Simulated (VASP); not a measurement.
Data:

```xyz
2
Lattice="2.7348 0.0000 0.0000 -1.3674 2.3684 0.0000 0.0000 0.0000 4.4347" Properties=species:S:1:pos:R:3 pbc="T T T"
Ir     1.3674     0.7895     3.3260
Ir     0.0000     1.5789     1.1087
```

Method: r2SCAN meta-GGA, VASP's PBE PAW potentials (set 64) (plane waves; VASP 6.6.1). Settings: 400 eV cut-off, 17×17×9 Γ-centred mesh, tetrahedra with Blöchl corrections, potentials Ir.

Unless said otherwise, spin-orbit coupling is left out, though it shifts the bands of the heavy elements here.

Question: What does the run give for the energy per atom (σ→0), band gap (over mesh and band path) with the smallest direct gap where there is one?

Answer: 
```json
{
 "band gap (over mesh and band path)": "none (metal, semimetal or under 0.01 eV)",
 "energy per atom (σ→0)": "-52.277 eV/atom"
}
```

The structure comes from a computed database's Ir entry (P6_3/mmc); how it stands against other phases isn't given here. It was relaxed first.
